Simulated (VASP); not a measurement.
Computed with PBE GGA with D3 dispersion (zero damping), VASP's PBE PAW potentials (set 64) (plane waves; VASP 6.6.1).

VASP ran on this input.

File KPOINTS:
```
kpoints
0
Gamma
  8 8 8
0 0 0
```

**INCAR**
```
LASPH = .TRUE.   ! aspherical one-centre terms
EDIFF = 1E-7   ! SCF stop (eV)
ISMEAR = 0   ! Gaussian
ISIF = 2
ALGO = Normal   ! blocked Davidson
NELM = 100   ! most electronic steps
ENCUT = 520   ! plane-wave cut-off (eV)
SYSTEM = CdSe
LREAL = .FALSE.   ! projection in real space or not
GGA = PE   ! PBE
LWAVE = .FALSE.
LCHARG = .FALSE.
PREC = Accurate
SIGMA = 0.05
LMAXMIX = 4
IVDW = 11   ! D3, zero damping
```

POSCAR:
```
CdSe
4.3712820
  0.0000000000   0.7071067907   0.7071067907
  0.7071067907   0.0000000000   0.7071067907
  0.7071067907   0.7071067907   0.0000000000
Cd Se
1 1
direct
  0.0000000000   0.0000000000   0.0000000000
  0.2500000000   0.2500000000   0.2500000000
```

POTCAR, in this order: Cd Se (PBE.64 set). Program: vasp_std.

Output of the run:

### OSZICAR
```
       N       E                     dE             d eps       ncg     rms          rms(c)
DAV:   1     0.105665765398E+03    0.10567E+03   -0.88305E+03   770   0.123E+03
DAV:   2    -0.126257114509E+01   -0.10693E+03   -0.10254E+03   884   0.284E+02
DAV:   3    -0.585753294440E+01   -0.45950E+01   -0.45842E+01   879   0.609E+01
DAV:   4    -0.588119447902E+01   -0.23662E-01   -0.23660E-01   839   0.443E+00
DAV:   5    -0.588134318926E+01   -0.14871E-03   -0.14871E-03   869   0.321E-01    0.586E+00
DAV:   6    -0.551745034113E+01    0.36389E+00   -0.68835E-01   985   0.105E+01    0.463E+00
DAV:   7    -0.549712245169E+01    0.20328E-01   -0.15716E-01   824   0.300E+00    0.204E+00
DAV:   8    -0.549795604423E+01   -0.83359E-03   -0.13895E-02   784   0.173E+00    0.237E-01
DAV:   9    -0.549811516828E+01   -0.15912E-03   -0.19375E-03   874   0.641E-01    0.483E-02
DAV:  10    -0.549818906452E+01   -0.73896E-04   -0.21911E-04   794   0.212E-01    0.460E-02
DAV:  11    -0.549823783416E+01   -0.48770E-04   -0.86840E-05   769   0.728E-02    0.150E-02
DAV:  12    -0.549823664636E+01    0.11878E-05   -0.69139E-06   890   0.377E-02    0.474E-03
DAV:  13    -0.549823736665E+01   -0.72029E-06   -0.23598E-06   774   0.112E-02    0.316E-03
DAV:  14    -0.549823736740E+01   -0.74920E-09   -0.70443E-08   637   0.210E-03
   1 F= -.60011152E+01 E0= -.60011152E+01  d E =-.735401E-14
```

### OUTCAR
```
------------------------ aborting loop because EDIFF is reached ----------------------------------------
 Edisp (eV)   -0.50288
  FORCE on cell =-STRESS in cart. coord.  units (eV):
  Direction    XX          YY          ZZ          XY          YZ          ZX
  --------------------------------------------------------------------------------------
  Total      -0.50290    -0.50290    -0.50290     0.00000     0.00000    -0.00000
  in kB     -13.64196   -13.64196   -13.64196     0.00000     0.00000    -0.00000
  external pressure =      -13.64 kB  Pullay stress =        0.00 kB
  volume of cell :       59.06
      direct lattice vectors                 reciprocal lattice vectors
     0.000000000  3.090963186  3.090963186    -0.161761875  0.161761875  0.161761875
     3.090963186  0.000000000  3.090963186     0.161761875 -0.161761875  0.161761875
     3.090963186  3.090963186  0.000000000     0.161761875  0.161761875 -0.161761875
  FREE ENERGIE OF THE ION-ELECTRON SYSTEM (eV)
  ---------------------------------------------------
  free  energy   TOTEN  =        -6.0011152167 eV

  energy  without entropy=       -6.0011152167  energy(sigma->0) =       -6.00111522
```
(Selected blocks of OUTCAR.)

The compound is CdSe in the zinc blende structure, whereas wurtzite is the usual form. This cell is one point of a volume scan, at 1.03 of the reference volume.
